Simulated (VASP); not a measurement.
Data:

```
Zr
1.0
    3.16732     0.00000     0.00000
   -1.58366     2.74298     0.00000
    0.00000     0.00000     5.05740
Zr
2
Cartesian
  0.00000   1.82865   1.26435
  1.58366   0.91433   3.79305
```

Computed with PBE GGA, VASP's PBE PAW potentials (set 64) (plane waves; VASP). Numerical set-up: 300 eV cut-off, 16×16×9 Γ-centred mesh, Fermi-Dirac smearing of 0.050 eV, potentials Zr_sv.

**Question.** Give the energies of bands 9 to 20 at the high-symmetry points, in eV from the Fermi level.

**Answer.** 
```json
[
 {"band": "9", "Γ": "-5.71", "M": "-2.79", "K": "-2.31", "A": "-3.95", "L": "-3.04", "H": "-1.54"},
 {"band": "10", "Γ": "-3.18", "M": "-2.57", "K": "-1.37", "A": "-3.95", "L": "-3.04", "H": "-1.54"},
 {"band": "11", "Γ": "0.87", "M": "-2.33", "K": "-1.37", "A": "0.03", "L": "-1.18", "H": "-1.35"},
 {"band": "12", "Γ": "0.87", "M": "-0.07", "K": "-1.15", "A": "0.03", "L": "-1.18", "H": "-1.35"},
 {"band": "13", "Γ": "1.01", "M": "0.53", "K": "0.27", "A": "0.77", "L": "1.86", "H": "0.03"},
 {"band": "14", "Γ": "1.39", "M": "0.84", "K": "0.27", "A": "0.77", "L": "1.86", "H": "0.03"},
 {"band": "15", "Γ": "1.61", "M": "1.55", "K": "1.91", "A": "0.77", "L": "2.33", "H": "2.12"},
 {"band": "16", "Γ": "1.61", "M": "5.25", "K": "4.57", "A": "0.77", "L": "2.33", "H": "2.12"},
 {"band": "17", "Γ": "2.26", "M": "5.67", "K": "4.57", "A": "4.20", "L": "5.50", "H": "4.68"},
 {"band": "18", "Γ": "2.26", "M": "5.68", "K": "5.00", "A": "4.20", "L": "5.50", "H": "4.68"},
 {"band": "19", "Γ": "4.71", "M": "6.61", "K": "6.87", "A": "4.20", "L": "5.58", "H": "8.61"},
 {"band": "20", "Γ": "4.71", "M": "6.93", "K": "6.87", "A": "4.20", "L": "5.58", "H": "8.61"}
]
```

It has no gap at this level: it comes out as a metal or semimetal.

The structure comes from a computed database's Zr entry; how it stands against other phases isn't given here. The cell was not relaxed at this level. The run is one of a series of settings (NBANDS = 24 against the base run), some of them coarse on purpose.
